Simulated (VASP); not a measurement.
# TaV (Cmmm) in VASP: equation of state

Aim: energy against volume of TaV in PBE, for its equilibrium volume and stiffness.

Everything below comes from runs of VASP 6.6.1. Logs are shortened: lines on timing, memory, paths and dates and some standing lists are left out, and cuts for length are marked.

## (1) The crystal as given

Symmetry: Cmmm, No. 65, orthorhombic system. Conventional cell: a = 3.213 Å, b = 4.616 Å, c = 4.341 Å, α = 90.00°, β = 90.00°, γ = 90.00°. Around Ta (site symmetry mmm) lie 4 V at 2.70 Å and 4 Ta at 2.81 Å. Around V (site symmetry mmm) lie 4 Ta at 2.70 Å and 4 V at 2.81 Å.

The cell comes from a database or a generator and needn't be the stable form of this composition.

## (2) Equation of state, PBE, collinear spin, ferromagnetic start, 15.13 Å³/atom (volume scaled by 0.94)

File INCAR:

```
PREC     = Accurate       # precision mode
ENCUT    = 520            # plane-wave cutoff, eV
EDIFF    = 1E-7           # SCF threshold, eV
ISMEAR   = -1             # smearing method
SIGMA    = 0.05           # smearing width, eV
LREAL    = F              # projectors in reciprocal space
LASPH    = T              # aspherical terms in the spheres
NELM     = 120            # most SCF steps
ALGO     = Normal         # electronic algorithm
ISIF     = 2              # what is computed and relaxed
LWAVE    = F              # write WAVECAR
LCHARG   = F              # write CHGCAR
ISPIN    = 2              # spin polarisation
MAGMOM   = 0 2            # initial moments
LORBIT   = 11             # projections on sites
LMAXMIX  = 4              # l up to which the mixer works
GGA      = PE             # functional
NBANDS   = 23             # bands
```

File KPOINTS:

```
regular mesh
0
Gamma
  10 10 6
```

File POSCAR:

```
TaV
1.0
    1.5739010009     -2.2606643320      0.0000000000
    1.5739010009      2.2606643320      0.0000000000
    0.0000000000      0.0000000000      4.2527369285
Ta V
1 1
Direct
    0.0000000000      0.0000000000      0.0000000000
    0.5000000000      0.5000000000      0.5000000000
```

Potentials or basis: VASP PAW PBE potentials, release 64 (Ta_pv, V_sv).

Started as:

```console
> cat potpaw_PBE.64/Ta_pv/POTCAR potpaw_PBE.64/V_sv/POTCAR > POTCAR
> mpirun -np 1 vasp_std > vasp.out
```

OUTCAR:

```text
PREC = Accurate
   ENCUT = 520
   EDIFF = 1E-7
   ISMEAR = -1
   LREAL = F
   LASPH = T
   NELM = 120
   ISIF = 2
   ISPIN = 2
   LORBIT = 11
   GGA = PE

 Found    124 irreducible k-points:

 Following reciprocal coordinates:
            Coordinates               Weight
  0.000000  0.000000  0.000000      1.000000
  0.100000 -0.000000  0.000000      4.000000
  0.200000 -0.000000  0.000000      4.000000
  0.300000 -0.000000  0.000000      4.000000
  0.400000  0.000000  0.000000      4.000000
  0.500000 -0.000000  0.000000      2.000000
   k-points           NKPTS =    124   k-points in BZ     NKDIM =    124   number of bands    NBANDS=     23
   number of dos      NEDOS =    301   number of ions     NIONS =      2
   total plane-waves  NPLWV =  12800
   dimension x,y,z NGX =    20 NGY =   20 NGZ =   32
   dimension x,y,z NGXF=    40 NGYF=   40 NGZF=   64
   ions per type =               1   1
   NGX,Y,Z   is equivalent  to a cutoff of  12.07, 12.07, 12.51 a.u.
   NGXF,Y,Z  is equivalent  to a cutoff of  24.14, 24.14, 25.02 a.u.
 SYSTEM =  unknown system
   PREC   = accura    normal or accurate (medium, high low for compatibility)
   ISTART =      0    job   : 0-new  1-cont  2-samecut
   ICHARG =      2    charge: 1-file 2-atom 10-const
   ISPIN  =      2    spin polarized calculation?
   LNONCOLLINEAR =      F non collinear calculations
   LSORBIT =      F    spin-orbit coupling
   LASPH  =      T    aspherical Exc in radial PAW
   ENCUT  =  520.0 eV  38.22 Ry    6.18 a.u.   5.12  5.12  7.91*2*pi/ulx,y,z
   NELM   =    120;   NELMIN=  2; NELMDL= -5     # of ELM steps
   EDIFF  = 0.1E-06   stopping-criterion for ELM
   LREAL  =      F    real-space projection
   EDIFFG = 0.1E-05   stopping-criterion for IOM
   NSW    =      0    number of steps for IOM
   IBRION =     -1    ionic relax: 0-MD 1-quasi-New 2-CG
   NFREE  =      0    steps in history (QN), initial steepest desc. (CG)
   ISIF   =      2    stress and relaxation
   ISYM   =      2    0-nonsym 1-usesym 2-fastsym
   POTIM  = 0.5000    time-step for ionic-motion
   TEBEG  =    0.0;   TEEND  =   0.0 temperature during run
   PSTRESS=    0.0 pullay stress
   NELECT =      24.0000    total number of electrons
   NUPDOWN=      -1.0000    fix difference up-down
   EMIN   =  10.00;   EMAX   =-10.00  energy-range for DOS
   EFERMI =   0.00;   METHOD = LEGACY
   ISMEAR =    -1;   SIGMA  =   0.05  broadening in eV -4-tet -1-fermi 0-gaus
   EFERMI_NEDOS =   21; number of points for ismear=-14 and -15
   IALGO  =     38    algorithm
   IMIX   =      4    mixing-type and parameters
     AMIX     =   0.40;   BMIX     =  1.00
     AMIX_MAG =   1.60;   BMIX_MAG =  1.00
  volume/ion in A,a.u.               =      15.13       102.11
  Fermi-wavevector in a.u.,A,eV,Ry     =   1.515332  2.863563 31.242137  2.296232
  Thomas-Fermi vector in A             =   2.624870
   LORBIT       =     11    0 simple, 1 ext, 2 COOP (PROOUT), +10 PAW based schemes
   GGA     = PE    functional components
   LHFCALC =     F    Hartree Fock is set to
   AEXX    =    0.0000 exact exchange contribution
   IVDW    =     0    specifies the selected vdW correction
   LEPSILON=     F    determine dielectric tensor
   LRPA    =     F    only Hartree local field effects (RPA)
 spin polarized calculation
  energy-cutoff  :      520.00
  volume of cell :       30.26
 maximum number of plane-waves:       834
   NGX = 11   NGY = 11   NGZ = 15

 number of electron      24.0000005 magnetization       0.0000818

 Free energy of the ion-electron system (eV)
  ---------------------------------------------------
  ext. energy  EPLUGINS =         0.00000000
  ---------------------------------------------------
  free energy    TOTEN  =       -20.57063931 eV

  energy without entropy =      -20.54164555  energy(sigma->0) =      -20.55614243

 E-fermi :   7.7038     XC(G=0): -12.9362

 val. band max:        7.6979861283   @ k =  -0.2000   0.2000   0.0000
 cond. band min:       7.7065414110   @ k =   0.3000   0.1000   0.5000
 fundamental gap:      0.0085552827
 Fermi energy:         7.7037817115

 spin component 1

 k-point     1 :       0.0000    0.0000    0.0000
  band No.  band energies     occupation
      1     -55.9478      1.00000
      2     -29.8768      1.00000
      3     -29.6418      1.00000
      4     -29.5667      1.00000
      5     -25.6922      1.00000
      6     -25.2027      1.00000
[... 15 lines left out ...]
     22      22.6960      0.00000
     23      25.0155      0.00000

 k-point     2 :       0.1000   -0.0000    0.0000
  band No.  band energies     occupation
      1     -55.9430      1.00000
      2     -29.8649      1.00000
      3     -29.6638      1.00000
      4     -29.5836      1.00000
      5     -25.6878      1.00000
      6     -25.2839      1.00000
[... 15 lines left out ...]
     22      22.6956      0.00000
     23      24.5461      0.00000

[... 7 lines left out ...]
      6     -25.5704      1.00000
[... 15 lines left out ...]
     22      22.6942      0.00000
     23      24.3987      0.00000

 k-point     4 :       0.3000   -0.0000    0.0000
  band No.  band energies     occupation
      1     -55.9149      1.00000
      2     -29.8604      1.00000
      3     -29.7947      1.00000
      4     -29.6110      1.00000
      5     -25.9435      1.00000
      6     -25.6617      1.00000
[... 15 lines left out ...]
     22      22.6900      0.00000
     23      24.3958      0.00000

 k-point     5 :       0.4000    0.0000    0.0000
  band No.  band energies     occupation
      1     -55.9023      1.00000
      2     -29.9540      1.00000
      3     -29.7630      1.00000
      4     -29.6157      1.00000
      5     -26.2375      1.00000
      6     -25.6499      1.00000
[... 15 lines left out ...]
     22      22.5630      0.00000
     23      22.8317      0.00000

 k-point     6 :       0.5000   -0.0000    0.0000
  band No.  band energies     occupation
      1     -55.8975      1.00000
      2     -29.9897      1.00000
      3     -29.7509      1.00000
      4     -29.6173      1.00000
      5     -26.3474      1.00000
      6     -25.6454      1.00000
[... 15 lines left out ...]
     22      21.8096      0.00000
     23      22.7298      0.00000

 [... further k-points ...]

 spin component 2

 k-point     1 :       0.0000    0.0000    0.0000
  band No.  band energies     occupation
      1     -55.9477      1.00000
      2     -29.8767      1.00000
      3     -29.6418      1.00000
      4     -29.5667      1.00000
      5     -25.6922      1.00000
      6     -25.2027      1.00000
[... 15 lines left out ...]
     22      22.6960      0.00000
     23      25.0156      0.00000

 k-point     2 :       0.1000   -0.0000    0.0000
  band No.  band energies     occupation
      1     -55.9430      1.00000
      2     -29.8648      1.00000
      3     -29.6638      1.00000
      4     -29.5835      1.00000
      5     -25.6878      1.00000
      6     -25.2839      1.00000
[... 15 lines left out ...]
     22      22.6956      0.00000
     23      24.5461      0.00000

 k-point     3 :       0.2000   -0.0000    0.0000
  band No.  band energies     occupation
      1     -55.9304      1.00000
      2     -29.8335      1.00000
      3     -29.7461      1.00000
      4     -29.6021      1.00000
      5     -25.6762      1.00000
      6     -25.5704      1.00000
[... 15 lines left out ...]
     22      22.6942      0.00000
     23      24.3987      0.00000

 k-point     4 :       0.3000   -0.0000    0.0000
  band No.  band energies     occupation
      1     -55.9149      1.00000
      2     -29.8604      1.00000
      3     -29.7946      1.00000
      4     -29.6109      1.00000
      5     -25.9435      1.00000
      6     -25.6617      1.00000
[... 15 lines left out ...]
     22      22.6900      0.00000
     23      24.3958      0.00000

 k-point     5 :       0.4000    0.0000    0.0000
  band No.  band energies     occupation
      1     -55.9023      1.00000
      2     -29.9540      1.00000
      3     -29.7630      1.00000
      4     -29.6157      1.00000
      5     -26.2375      1.00000
      6     -25.6499      1.00000
[... 15 lines left out ...]
     22      22.5630      0.00000
     23      22.8317      0.00000

 k-point     6 :       0.5000   -0.0000    0.0000
  band No.  band energies     occupation
      1     -55.8974      1.00000
      2     -29.9897      1.00000
      3     -29.7508      1.00000
      4     -29.6173      1.00000
      5     -26.3474      1.00000
      6     -25.6454      1.00000
[... 15 lines left out ...]
     22      21.8097      0.00000
     23      22.7298      0.00000

 [... further k-points ...]
[... 5 lines left out ...]
  --------------------------------------------------------------------------------------
  -------------------------------------------------------------------------------------
  Total        2.5402911      2.4126660      2.3662787     -0.0000000      0.0000000      0.0000000
  in kB      134.4875413    127.7308438    125.2750141     -0.0000000      0.0000000      0.0000000
  external PRESSURE =     129.1644664 kB  Pullay stress =       0.0000000 kB

 VOLUME and BASIS-vectors are now :
 -----------------------------------------------------------------------------
  energy-cutoff  :      520.00
  volume of cell :       30.26
      direct lattice vectors                 reciprocal lattice vectors
     1.573901001 -2.260664332  0.000000000     0.317681989 -0.221173923  0.000000000
     1.573901001  2.260664332  0.000000000     0.317681989  0.221173923  0.000000000
     0.000000000  0.000000000  4.252736929     0.000000000  0.000000000  0.235142690

 POSITION                                       TOTAL-FORCE (eV/Angst)
 -----------------------------------------------------------------------------------
      0.00000      0.00000      0.00000         0.000000      0.000000      0.000000
      1.57390      0.00000      2.12637        -0.000000     -0.000000      0.000000
 -----------------------------------------------------------------------------------
    total drift:                                0.000000      0.000000      0.000000

  FREE ENERGIE OF THE ION-ELECTRON SYSTEM (eV)
  ---------------------------------------------------
  free  energy   TOTEN  =       -20.5706393052 eV

  energy  without entropy=      -20.5416455479  energy(sigma->0) =      -20.55614243

 total charge

# of ion       s       p       d       tot
------------------------------------------
    1        0.408   6.184   2.533   9.125
    2        2.324   6.222   3.090  11.635
--------------------------------------------------
tot          2.732  12.406   5.623  20.760

 magnetization (x)

# of ion       s       p       d       tot
------------------------------------------
    1        0.000   0.000   0.000   0.000
    2        0.000   0.000   0.000   0.000
--------------------------------------------------
tot          0.000   0.000   0.000   0.000
```

Run time: 2.7 min. Hardware: 1 thread of Intel Xeon Platinum 8488C (Sapphire Rapids), shared host; peak memory 0.25 GiB.

Results:

- Free energy: -20.5706 eV
- Pressure: 12.9 GPa
- Band gap on the k mesh: none (metal or under the smearing width)
- Net moment: 0.00 μB per cell
- Valence electrons inside the program's atomic spheres: Ta 9.12; V 11.63

## (3) Equation of state, PBE, collinear spin, ferromagnetic start, 15.45 Å³/atom (volume scaled by 0.96)

File INCAR:

```
SYSTEM = TaV
  ALGO = Normal
  EDIFF = 1E-7
  ENCUT = 520
  GGA = PE
  ISIF = 2
  ISMEAR = -1
  ISPIN = 2
  LASPH = .TRUE.
  LCHARG = .FALSE.
  LMAXMIX = 4
  LORBIT = 11
  LREAL = .FALSE.
  LWAVE = .FALSE.
  MAGMOM = 0 2
  NBANDS = 23
  NELM = 100
  PREC = Accurate
  SIGMA = 0.05
```

File KPOINTS:

```
k-points
0
G
  10 10 6
  0 0 0
```

File POSCAR:

```
TaV
1.0
    1.5849851759     -2.2765850279      0.0000000000
    1.5849851759      2.2765850279      0.0000000000
    0.0000000000      0.0000000000      4.2826867669
Ta V
1 1
Direct
    0.0000000000      0.0000000000      0.0000000000
    0.5000000000      0.5000000000      0.5000000000
```

Potentials or basis: VASP PAW PBE potentials, release 64 (Ta_pv, V_sv).

Started as:

```console
> cat potpaw_PBE.64/Ta_pv/POTCAR potpaw_PBE.64/V_sv/POTCAR > POTCAR
> mpirun -np 1 vasp_std > vasp.out
```

Wall time 3.1 min (1 thread of Intel Xeon Platinum 8488C (Sapphire Rapids), shared host); peak memory 0.26 GiB.

It converged, with:

```yaml
Free_energy: -20.6133 eV
Pressure: 8.3 GPa
Band_gap_on_the_k_mesh: none (metal or under the smearing width)
Net_moment: 0.00 μB per cell
Valence_electrons_inside_the_program's_atomic_spheres: Ta 9.08; V 11.60
```

## (4) Equation of state, PBE, collinear spin, ferromagnetic start, 15.78 Å³/atom (volume scaled by 0.98)

File INCAR:

```
SYSTEM = TaV
PREC     = Accurate       ! precision mode
ENCUT    = 520            ! plane-wave cutoff, eV
EDIFF    = 1E-7           ! SCF threshold, eV
ISMEAR   = -1             ! smearing method
SIGMA    = 0.05           ! smearing width, eV
LREAL    = .FALSE.        ! projectors in reciprocal space
LASPH    = .TRUE.         ! aspherical terms in the spheres
NELM     = 120            ! most SCF steps
ALGO     = Normal         ! electronic algorithm
ISIF     = 2              ! what is computed and relaxed
LWAVE    = .FALSE.        ! write WAVECAR
LCHARG   = .FALSE.        ! write CHGCAR
ISPIN    = 2              ! spin polarisation
MAGMOM   = 0 2            ! initial moments
LORBIT   = 11             ! projections on sites
LMAXMIX  = 4              ! l up to which the mixer works
GGA      = PE             ! functional
NBANDS   = 23             ! bands
```

File KPOINTS:

```
regular mesh
0
G
  10 10 6
  0 0 0
```

File POSCAR:

```
TaV
1.0
    1.5959164536     -2.2922861105      0.0000000000
    1.5959164536      2.2922861105      0.0000000000
    0.0000000000      0.0000000000      4.3122234711
Ta V
1 1
Direct
    0.0000000000      0.0000000000      0.0000000000
    0.5000000000      0.5000000000      0.5000000000
```

Started as:

```console
> cat potpaw_PBE.64/Ta_pv/POTCAR potpaw_PBE.64/V_sv/POTCAR > POTCAR
> mpirun -np 1 vasp_std > vasp.out
```

Run time: 3.2 min. Hardware: 1 thread of Intel Xeon Platinum 8488C (Sapphire Rapids), shared host; peak memory 0.27 GiB.

Results (log left out):

* Free energy: -20.6380 eV
* Pressure: 4.0 GPa
* Band gap on the k mesh: none (metal or under the smearing width)
* Net moment: 0.00 μB per cell
* Valence electrons inside the program's atomic spheres: Ta 9.04; V 11.56

## (5) Equation of state, PBE, collinear spin, ferromagnetic start, 16.42 Å³/atom (volume scaled by 1.02)

File INCAR:

```
PREC     = Accurate       # precision mode
ENCUT    = 520            # plane-wave cutoff, eV
EDIFF    = 1E-7           # SCF threshold, eV
ISMEAR   = -1             # smearing method
SIGMA    = 0.05           # smearing width, eV
LREAL    = F              # projectors in reciprocal space
LASPH    = T              # aspherical terms in the spheres
NELM     = 150            # most SCF steps
ALGO     = Normal         # electronic algorithm
ISIF     = 2              # what is computed and relaxed
LWAVE    = F              # write WAVECAR
LCHARG   = F              # write CHGCAR
ISPIN    = 2              # spin polarisation
MAGMOM   = 0 2            # initial moments
LORBIT   = 11             # projections on sites
LMAXMIX  = 4              # l up to which the mixer works
GGA      = PE             # functional
NBANDS   = 23             # bands
```

File KPOINTS:

```
Automatic mesh
0
Gamma
  10 10 6
```

File POSCAR:

```
TaV
1.0
    1.6173407075     -2.3230587236      0.0000000000
    1.6173407075      2.3230587236      0.0000000000
    0.0000000000      0.0000000000      4.3701125730
Ta V
1 1
Direct
    0.0000000000      0.0000000000      0.0000000000
    0.5000000000      0.5000000000      0.5000000000
```

Started as:

```console
> cat potpaw_PBE.64/Ta_pv/POTCAR potpaw_PBE.64/V_sv/POTCAR > POTCAR
> mpirun -np 1 vasp_std > vasp.out
```

Run time: 3.8 min. Hardware: 1 thread of Intel Xeon Platinum 8488C (Sapphire Rapids), shared host; peak memory 0.27 GiB.

It converged, with:

```
Free energy                                           : -20.6402 eV
Pressure                                              : -3.4 GPa
Band gap on the k mesh                                : none (metal or under the smearing width)
Net moment                                            : 0.00 μB per cell
Valence electrons inside the program's atomic spheres : Ta 8.96; V 11.50
```

## (6) Equation of state, PBE, collinear spin, ferromagnetic start, 16.74 Å³/atom (volume scaled by 1.04)

File INCAR:

```
SYSTEM = TaV
PREC = Accurate
ENCUT = 520
EDIFF = 1E-7
ISMEAR = -1
SIGMA = 0.05
LREAL = .FALSE.
LASPH = .TRUE.
NELM = 120
ALGO = Normal
ISIF = 2
LWAVE = .FALSE.
LCHARG = .FALSE.
ISPIN = 2
MAGMOM = 0 2
LORBIT = 11
LMAXMIX = 4
GGA = PE
NBANDS = 23
```

File KPOINTS:

```
regular mesh
0
G
  10 10 6
  0 0 0
```

File POSCAR:

```
TaV
1.0
    1.6278432141     -2.3381439432      0.0000000000
    1.6278432141      2.3381439432      0.0000000000
    0.0000000000      0.0000000000      4.3984907225
Ta V
1 1
Direct
    0.0000000000      0.0000000000      0.0000000000
    0.5000000000      0.5000000000      0.5000000000
```

Potentials or basis: VASP PAW PBE potentials, release 64 (Ta_pv, V_sv).

Started as:

```console
> cat potpaw_PBE.64/Ta_pv/POTCAR potpaw_PBE.64/V_sv/POTCAR > POTCAR
> mpirun -np 1 vasp_std > vasp.out
```

Wall time 4 min (1 thread of Intel Xeon Platinum 8488C (Sapphire Rapids), shared host); peak memory 0.28 GiB.

It converged, with:

| Property | Result |
| --- | --- |
| Free energy | -20.6204 eV |
| Pressure | -6.6 GPa |
| Band gap on the k mesh | none (metal or under the smearing width) |
| Net moment | 0.00 μB per cell |
| Valence electrons inside the program's atomic spheres | Ta 8.92; V 11.47 |

## (7) Equation of state, PBE, collinear spin, ferromagnetic start, 17.06 Å³/atom (volume scaled by 1.06)

File INCAR:

```
SYSTEM = TaV
PREC = Accurate ; ENCUT = 520
EDIFF = 1E-7 ; ISMEAR = -1
SIGMA = 0.05 ; LREAL = .FALSE.
LASPH = .TRUE. ; NELM = 100
ALGO = Normal ; ISIF = 2
LWAVE = .FALSE. ; LCHARG = .FALSE.
ISPIN = 2 ; MAGMOM = 0 2
LORBIT = 11 ; LMAXMIX = 4
GGA = PE ; NBANDS = 23
```

File KPOINTS:

```
Automatic mesh
0
G
  10 10 6
  0 0 0
```

File POSCAR:

```
TaV
1.0
    1.6382119218     -2.3530369813      0.0000000000
    1.6382119218      2.3530369813      0.0000000000
    0.0000000000      0.0000000000      4.4265073424
Ta V
1 1
Direct
    0.0000000000      0.0000000000      0.0000000000
    0.5000000000      0.5000000000      0.5000000000
```

Started as:

```console
> cat potpaw_PBE.64/Ta_pv/POTCAR potpaw_PBE.64/V_sv/POTCAR > POTCAR
> mpirun -np 1 vasp_std > vasp.out
```

Wall time 3.3 min (1 thread of Intel Xeon Platinum 8488C (Sapphire Rapids), shared host); peak memory 0.28 GiB.

It converged, with:

```
Free energy                                           : -20.5884 eV
Pressure                                              : -9.5 GPa
Band gap on the k mesh                                : none (metal or under the smearing width)
Net moment                                            : 0.00 μB per cell
Valence electrons inside the program's atomic spheres : Ta 8.89; V 11.45
```

## (8) Equation of state, PBE, collinear spin, ferromagnetic start

Potentials or basis: VASP PAW PBE potentials, release 64 (Ta_pv, V_sv).

This step only gathers the single runs of the series.

What came out:

| Property | Result |
| --- | --- |
| Equilibrium volume | 16.12 Å³/atom |
| Bulk modulus at fixed shape and positions | 183 GPa |
| Pressure derivative of the bulk modulus | 3.7 |

Energy against volume, from the lowest point:
| volume (Å³/atom) | energy (meV/atom) |
| --- | --- |
| 15.132 | 37.94 |
| 15.453 | 16.64 |
| 15.775 | 4.25 |
| 16.097 | 0.00 |
| 16.419 | 3.15 |
| 16.741 | 13.04 |
| 17.063 | 29.07 |

Caveat: the cell was scaled at fixed shape and fractional positions, which overstates the stiffness of a crystal with free parameters, most of all of layers and chains. The run has no spin-orbit coupling, so splittings on Ta are missing.
